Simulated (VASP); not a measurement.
# SiB2 (Cm) in VASP: relaxation of cell and atoms with PBE

Aim: the relaxation of cell and atoms of SiB2 with PBE.

Everything below comes from runs of VASP 6.6.1. Logs are shortened: lines on timing, memory, paths and dates and some standing lists are left out, and cuts for length are marked.

### 1 The structure

The structure is monoclinic, space group Cm (No. 8). The conventional cell has a = 10.711 Å, b = 6.853 Å, c = 5.146 Å, α = 90.00°, β = 118.16°, γ = 90.00°. Around Si (site symmetry m) lie 3 B at 2.01 to 2.14 Å and 1 Si at 2.30 Å. Si (site symmetry m) has 4 B at 2.01 to 2.21 Å as nearest neighbours. Si (site symmetry m) has 2 B at 1.96 to 2.08 Å as nearest neighbours. Si (site symmetry 1) is surrounded by 4 B at 1.95 to 2.13 Å. B (site symmetry m) has 4 B at 1.72 to 1.88 Å and 1 Si at 1.96 Å as nearest neighbours. B (site symmetry 1) has 4 B at 1.72 to 1.86 Å as nearest neighbours. Around B (site symmetry m) lie 3 B at 1.62 to 1.82 Å. B (site symmetry 1) is surrounded by 3 B at 1.80 to 1.88 Å and 1 Si at 2.07 Å.

The cell was built by a generator and needn't be a form met in nature.

### 2 Relaxation of cell and atoms, PBE

INCAR

```
SYSTEM = SiB2
PREC = Accurate
ENCUT = 520
EDIFF = 1E-6
ISMEAR = 0
SIGMA = 0.1
LREAL = .FALSE.
LASPH = .TRUE.
NELM = 120
ALGO = Normal
ISIF = 3
LWAVE = .FALSE.
LCHARG = .FALSE.
GGA = PE
IBRION = 2
NSW = 90
EDIFFG = -0.01
KPAR = 4
```

KPOINTS

```
regular mesh
0
G
  6 6 8
  0 0 0
```

POSCAR

```
SiB2
1.0
    5.3554278800     -3.4265186000      0.0000000000
    5.3554278800      3.4265186000      0.0000000000
   -2.4287333600      0.0000000000      4.5369366400
Si B
5 10
Direct
    0.3078327700      0.3078327700      0.8752644800
    0.6237334000      0.6237334000      0.9441676600
    0.2487717500      0.2487717500      0.3841202300
    0.2366640000      0.7496004500      0.3559973400
    0.7496004500      0.2366640000      0.3559973400
    0.1410258000      0.1410258000      0.9525598200
    0.6807829900      0.1091763000      0.9050097200
    0.1091763000      0.6807829900      0.9050097200
    0.8198733700      0.8198733700      0.9867445000
    0.8625129100      0.3212525100      0.0814932200
    0.3212525100      0.8625129100      0.0814932200
    0.4595855400      0.4595855400      0.4763291600
    0.8646831300      0.1172379100      0.7189727500
    0.1172379100      0.8646831300      0.7189727500
    0.8507970200      0.8507970200      0.7071380300
```

Potentials or basis: VASP PAW PBE potentials, release 64 (Si, B).

Run with:

```bash
$ cat potpaw_PBE.64/Si/POTCAR potpaw_PBE.64/B/POTCAR > POTCAR
$ mpirun -np 4 vasp_std > vasp.out
```

OUTCAR:

```text
SYSTEM = SiB2
   PREC = Accurate
   ENCUT = 520
   EDIFF = 1E-6
   ISMEAR = 0
   LREAL = .FALSE.
   LASPH = .TRUE.
   NELM = 120
   ISIF = 3
   GGA = PE
   IBRION = 2
   NSW = 90
   EDIFFG = -0.01

 ion  position               nearest neighbor table
   1  0.308  0.308  0.875-   6 2.01   7 2.14   8 2.14   3 2.30   5 2.92   4 2.92   3 2.97
   2  0.624  0.624  0.944-   9 2.01  10 2.07  11 2.07  12 2.21
   3  0.249  0.249  0.384-   6 1.96  12 2.08  11 2.29  10 2.29   1 2.30   1 2.97
   4  0.237  0.750  0.356-  12 1.95  14 2.04   8 2.06  11 2.13   9 2.55   1 2.92
   5  0.750  0.237  0.356-  12 1.95  13 2.04   7 2.06  10 2.13   9 2.55   1 2.92
   6  0.141  0.141  0.953-  13 1.72  14 1.72  10 1.88  11 1.88   3 1.96   1 2.01
   7  0.681  0.109  0.905-  15 1.72  13 1.81   9 1.82  10 1.86   5 2.06   1 2.14
   8  0.109  0.681  0.905-  15 1.72  14 1.81   9 1.82  11 1.86   4 2.06   1 2.14
   9  0.820  0.820  0.987-  15 1.62   8 1.82   7 1.82   2 2.01   5 2.55   4 2.55
  10  0.863  0.321  0.081-  13 1.80   7 1.86   6 1.88   2 2.07   5 2.13   3 2.29
  11  0.321  0.863  0.081-  14 1.80   8 1.86   6 1.88   2 2.07   4 2.13   3 2.29
  12  0.460  0.460  0.476-   4 1.95   5 1.95   3 2.08   2 2.21
  13  0.865  0.117  0.719-  15 1.71   6 1.72  14 1.73  10 1.80   7 1.81   5 2.04
  14  0.117  0.865  0.719-  15 1.71   6 1.72  13 1.73  11 1.80   8 1.81   4 2.04
  15  0.851  0.851  0.707-   9 1.62  13 1.71  14 1.71   8 1.72   7 1.72

  LATTYP: Found a base centered monoclinic cell.
 ALAT       =    10.7108557600
 B/A-ratio  =     0.6398216308
 C/A-ratio  =     0.4804582400
 COS(beta)  =    -0.4719543803

  Lattice vectors:

 A1 = (   5.3554278800,  -3.4265186000,   0.0000000000)
 A2 = (   5.3554278800,   3.4265186000,   0.0000000000)
 A3 = (  -2.4287333600,   0.0000000000,   4.5369366400)

Analysis of symmetry for initial positions (statically):
=====================================================================
 Subroutine PRICEL returns:
 Original cell was already a primitive cell.

 Routine SETGRP: Setting up the symmetry group for a
 base centered monoclinic supercell.

 Subroutine GETGRP returns: Found  2 space group operations
 (whereof  2 operations were pure point group operations)
 out of a pool of  4 trial point group operations.

The static configuration has the point symmetry C_1h.

Analysis of symmetry for dynamics (positions and initial velocities):
=====================================================================
 Subroutine PRICEL returns:
 Original cell was already a primitive cell.

 Routine SETGRP: Setting up the symmetry group for a
 base centered monoclinic supercell.

 Subroutine GETGRP returns: Found  2 space group operations
 (whereof  2 operations were pure point group operations)
 out of a pool of  4 trial point group operations.

The dynamic configuration has the point symmetry C_1h.

 Subroutine INISYM returns: Found  2 space group operations
 (whereof  2 operations are pure point group operations),
 and found     1 'primitive' translations

----------------------------------------------------------------------------------------

                                     Primitive cell

  volume of cell :     166.5099

  direct lattice vectors                    reciprocal lattice vectors
     5.355427880 -3.426518600  0.000000000     0.093363222 -0.145920702  0.049979620
     5.355427880  3.426518600  0.000000000     0.093363222  0.145920702  0.049979620
    -2.428733360  0.000000000  4.536936640     0.000000000  0.000000000  0.220413041

  length of vectors
     6.357801310  6.357801310  5.146118907     0.180298377  0.180298377  0.220413041

  position of ions in fractional coordinates (direct lattice)
     0.307832770  0.307832770  0.875264480
     0.623733400  0.623733400  0.944167660
     0.248771750  0.248771750  0.384120230
     0.236664000  0.749600450  0.355997340
     0.749600450  0.236664000  0.355997340
     0.141025800  0.141025800  0.952559820
     0.680782990  0.109176300  0.905009720
     0.109176300  0.680782990  0.905009720
     0.819873370  0.819873370  0.986744500
     0.862512910  0.321252510  0.081493220
     0.321252510  0.862512910  0.081493220
     0.459585540  0.459585540  0.476329160
     0.864683130  0.117237910  0.718972750
[... 41 lines left out ...]

 Subroutine IBZKPT returns following result:
 ===========================================

 Found     89 irreducible k-points:

 Following reciprocal coordinates:
            Coordinates               Weight
  0.000000  0.000000  0.000000      1.000000
  0.166667  0.000000  0.000000      4.000000
  0.333333  0.000000  0.000000      4.000000
  0.500000 -0.000000  0.000000      2.000000
  0.166667  0.166667  0.000000      2.000000
  0.333333  0.166667  0.000000      4.000000
[... 16 lines left out ...]
 -0.333333  0.166667  0.125000      4.000000
 -0.166667  0.166667  0.125000      4.000000
 [... further k-points ...]
   k-points           NKPTS =     89   k-points in BZ     NKDIM =     89   number of bands    NBANDS=     33
   number of dos      NEDOS =    301   number of ions     NIONS =     15
   total plane-waves  NPLWV =  92160
   dimension x,y,z NGX =    48 NGY =   48 NGZ =   40
   dimension x,y,z NGXF=    96 NGYF=   96 NGZF=   80
   ions per type =               5  10
   NGX,Y,Z   is equivalent  to a cutoff of  12.55, 12.55, 12.92 a.u.
   NGXF,Y,Z  is equivalent  to a cutoff of  25.10, 25.10, 25.84 a.u.
 SYSTEM =  SiB2
   PREC   = accura    normal or accurate (medium, high low for compatibility)
   ISTART =      0    job   : 0-new  1-cont  2-samecut
   ICHARG =      2    charge: 1-file 2-atom 10-const
   ISPIN  =      1    spin polarized calculation?
   LNONCOLLINEAR =      F non collinear calculations
   LSORBIT =      F    spin-orbit coupling
   LASPH  =      T    aspherical Exc in radial PAW
   ENCUT  =  520.0 eV  38.22 Ry    6.18 a.u.  11.82 11.82  9.57*2*pi/ulx,y,z
   NELM   =    120;   NELMIN=  2; NELMDL= -5     # of ELM steps
   EDIFF  = 0.1E-05   stopping-criterion for ELM
   LREAL  =      F    real-space projection
   EDIFFG = -.1E-01   stopping-criterion for IOM
   NSW    =     90    number of steps for IOM
   IBRION =      2    ionic relax: 0-MD 1-quasi-New 2-CG
   NFREE  =      1    steps in history (QN), initial steepest desc. (CG)
   ISIF   =      3    stress and relaxation
   ISYM   =      2    0-nonsym 1-usesym 2-fastsym
   POTIM  = 0.5000    time-step for ionic-motion
   TEBEG  =    0.0;   TEEND  =   0.0 temperature during run
   PSTRESS=    0.0 pullay stress
   NELECT =      50.0000    total number of electrons
   NUPDOWN=      -1.0000    fix difference up-down
   EMIN   =  10.00;   EMAX   =-10.00  energy-range for DOS
   EFERMI =   0.00;   METHOD = LEGACY
   ISMEAR =     0;   SIGMA  =   0.10  broadening in eV -4-tet -1-fermi 0-gaus
   EFERMI_NEDOS =   21; number of points for ismear=-14 and -15
   IALGO  =     38    algorithm
   IMIX   =      4    mixing-type and parameters
     AMIX     =   0.40;   BMIX     =  1.00
     AMIX_MAG =   1.60;   BMIX_MAG =  1.00
  volume/ion in A,a.u.               =      11.10        74.91
  Fermi-wavevector in a.u.,A,eV,Ry     =   1.096272  2.071653 16.351638  1.201811
  Thomas-Fermi vector in A             =   2.232611
   LORBIT       =      0    0 simple, 1 ext, 2 COOP (PROOUT), +10 PAW based schemes
   GGA     = PE    functional components
   LHFCALC =     F    Hartree Fock is set to
   AEXX    =    0.0000 exact exchange contribution
   IVDW    =     0    specifies the selected vdW correction
   LEPSILON=     F    determine dielectric tensor
   LRPA    =     F    only Hartree local field effects (RPA)
 conjugate gradient relaxation of ions
 non-spin polarized calculation
 Gauss-broadening in eV      SIGMA  =   0.10
  energy-cutoff  :      520.00
  volume of cell :      166.51
 maximum number of plane-waves:      4506
   NGX = 23   NGY = 23   NGZ = 19

--------------------------------------- Ionic step        1  -------------------------------------------

 number of electron      50.0000000 magnetization

 Free energy of the ion-electron system (eV)
  ---------------------------------------------------
  ext. energy  EPLUGINS =         0.00000000
  ---------------------------------------------------
  free energy    TOTEN  =       -88.62408330 eV

  energy without entropy =      -88.61470476  energy(sigma->0) =      -88.61939403

------------------------ aborting loop because EDIFF is reached ----------------------------------------

  FORCE on cell =-STRESS in cart. coord.  units (eV):
  Direction    XX          YY          ZZ          XY          YZ          ZX
  --------------------------------------------------------------------------------------
  -------------------------------------------------------------------------------------
  Total        0.0140783      0.1906266     -0.2511230      0.0000000      0.0000000      0.0754534
  in kB        0.1354635      1.8342318     -2.4163343      0.0000000      0.0000000      0.7260218
  external PRESSURE =      -0.1488797 kB  Pullay stress =       0.0000000 kB
[... 128 lines left out ...]
  FREE ENERGIE OF THE ION-ELECTRON SYSTEM (eV)
  ---------------------------------------------------
  free  energy   TOTEN  =       -88.6246181690 eV

  energy  without entropy=      -88.6153360007  energy(sigma->0) =      -88.61997708

[... ionic steps 4 to 7 ...]

--------------------------------------- Ionic step        8  -------------------------------------------

 number of electron      49.9999999 magnetization

------------------------ aborting loop because EDIFF is reached ----------------------------------------
[... 93 lines left out ...]
--------------------------------------- Ionic step       10  -------------------------------------------

 number of electron      49.9999999 magnetization

 Free energy of the ion-electron system (eV)
  ---------------------------------------------------
  ext. energy  EPLUGINS =         0.00000000
  ---------------------------------------------------
  free energy    TOTEN  =       -88.62505607 eV

  energy without entropy =      -88.61604448  energy(sigma->0) =      -88.62055028

 E-fermi :   6.2177     XC(G=0): -10.5907

 val. band max:        6.2005691171   @ k =  -0.3333   0.5000   0.2500
 cond. band min:       6.2211578522   @ k =   0.1667   0.0000   0.0000
 fundamental gap:      0.0205887351
 Fermi energy:         6.2177058958

 k-point     1 :       0.0000    0.0000    0.0000
  band No.  band energies     occupation
      1      -8.7855      2.00000
      2      -5.3725      2.00000
      3      -5.3144      2.00000
      4      -4.7019      2.00000
      5      -2.8488      2.00000
      6      -2.3436      2.00000
[... 853 lines left out ...]
     32       9.9835      0.00000
     33      10.5235      0.00000

 [... further k-points ...]

------------------------ aborting loop because EDIFF is reached ----------------------------------------

  FORCE on cell =-STRESS in cart. coord.  units (eV):
  Direction    XX          YY          ZZ          XY          YZ          ZX
  --------------------------------------------------------------------------------------
  -------------------------------------------------------------------------------------
  Total        0.0053530     -0.0236052      0.0382028      0.0000000      0.0000000     -0.0018995
  in kB        0.0514762     -0.2269963      0.3673713      0.0000000      0.0000000     -0.0182661
  external PRESSURE =       0.0639504 kB  Pullay stress =       0.0000000 kB
[... 30 lines left out ...]
  FREE ENERGIE OF THE ION-ELECTRON SYSTEM (eV)
  ---------------------------------------------------
  free  energy   TOTEN  =       -88.6250560669 eV

  energy  without entropy=      -88.6160444847  energy(sigma->0) =      -88.62055028

 reached required accuracy - stopping structural energy minimisation
```

Run time: 5.3 min. Hardware: 4 MPI ranks of Intel Xeon Platinum 8488C (Sapphire Rapids), shared host; peak memory 0.53 GiB.

What came out:

```
Free energy                            : -88.6251 eV
Relaxed volume                         : 11.11 Å³/atom
Relaxed cell                           : a = 6.363 Å, b = 6.363 Å, c = 5.139 Å, α = 113.41°, β = 113.41°, γ = 65.26°
Space group after relaxing (to 0.05 Å) : Cm (No. 8)
Energy gained by relaxing              : 0.1 meV/atom
Ionic steps                            : 10
Pressure after relaxing                : 0.0 GPa
Largest force after relaxing           : 0.010 eV/Å
Band gap on the k mesh                 : none (metal or under the smearing width)
```

Forces in eV/Å, atoms in the order of the input:
```
Si   0.003  0.000  0.004
Si  -0.005  0.000  0.005
Si  -0.003  0.000  0.000
Si   0.005 -0.001  0.003
Si   0.005  0.001  0.003
B   -0.003  0.000 -0.004
B   -0.007 -0.001  0.000
B   -0.007  0.001  0.000
B   -0.002  0.000 -0.009
B    0.000  0.001  0.002
B    0.000 -0.001  0.002
B    0.002  0.000  0.002
B    0.007  0.005  0.001
B    0.007 -0.005  0.001
B   -0.003  0.000 -0.006
```

The path:
| step | energy change (eV) | largest force (eV/Å) | pressure (GPa) | volume (Å³) |
| --- | --- | --- | --- | --- |
| 1 | 0.0000 | 0.0552 | -0.01 | 166.51 |
| 2 | -0.0005 | 0.0725 | 0.02 | 166.48 |
| 3 | -0.0005 | 0.0480 | 0.01 | 166.49 |
| 4 | -0.0007 | 0.0210 | 0.01 | 166.50 |
| 5 | -0.0007 | 0.0258 | 0.01 | 166.50 |
| 6 | -0.0008 | 0.0153 | 0.02 | 166.53 |
| 7 | -0.0009 | 0.0161 | 0.02 | 166.54 |
| 8 | -0.0009 | 0.0138 | -0.01 | 166.60 |
| 9 | -0.0009 | 0.0132 | -0.04 | 166.64 |
| 10 | -0.0010 | 0.0097 | 0.01 | 166.61 |

Final structure:
```
Si B
1.0
     5.35849   -3.43055    0.00348
     5.35849    3.43055    0.00348
    -2.42717    0.00000    4.53015
Si B
5 10
Direct
  0.30775 0.30775 0.87557
  0.62351 0.62351 0.94375
  0.24971 0.24971 0.38486
  0.23697 0.74864 0.35545
  0.74864 0.23697 0.35545
  0.14095 0.14095 0.95309
  0.68098 0.10890 0.90534
  0.10890 0.68098 0.90534
  0.81939 0.81939 0.98535
  0.86239 0.32130 0.08181
  0.32130 0.86239 0.08181
  0.45959 0.45959 0.47635
  0.86471 0.11761 0.71906
  0.11761 0.86471 0.71906
  0.85112 0.85112 0.70700
```
